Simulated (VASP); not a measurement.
MgS:

```
Mg S
1.0
     0.00000    2.59500    2.59500
     2.59500    0.00000    2.59500
     2.59500    2.59500    0.00000
Mg S
1 1
Direct
  0.00000 0.00000 0.00000
  0.50000 0.50000 0.50000
```

The cell was built by a generator and needn't be a form met in nature.

| Item | Value |
| --- | --- |
| Program | VASP 6.6.1 |
| Task | relaxation of cell and atoms |
| Functional | LDA |
| Potentials or basis | VASP PAW LDA potentials, release 64 (Mg, S) |
| Cutoff | 600 eV |
| k mesh | 10 × 10 × 10 |
| Occupations | gaussian, width 0.02 eV |
| Spin | no spin polarisation |

At the start: pressure -3.3 GPa; volume 17.47 Å³/atom.

Task: Where does the relaxation end?

Result: Over 3 steps the energy falls by 7.6 meV/atom and the volume is 16.76 Å³/atom (-4.1 %); space group Fm-3m (No. 225, to 0.05 Å).

Step by step:
```
step  energy change (eV)  largest force (eV/Å)  pressure (GPa)  volume (Å³)
   1              0.0000                0.0000           -3.29        34.95
   2             -0.0143                0.0000            0.91        33.16
   3             -0.0153                0.0000            0.00        33.51
```

Final structure:
```yaml
crystal:
  lattice:
    - [0.00000, 2.55891, 2.55891]
    - [2.55891, 0.00000, 2.55891]
    - [2.55891, 2.55891, 0.00000]
  atoms:
    - { symbol: Mg, position: [0.00000, 0.00000, 0.00000] }
    - { symbol: S, position: [0.50000, 0.50000, 0.50000] }
```
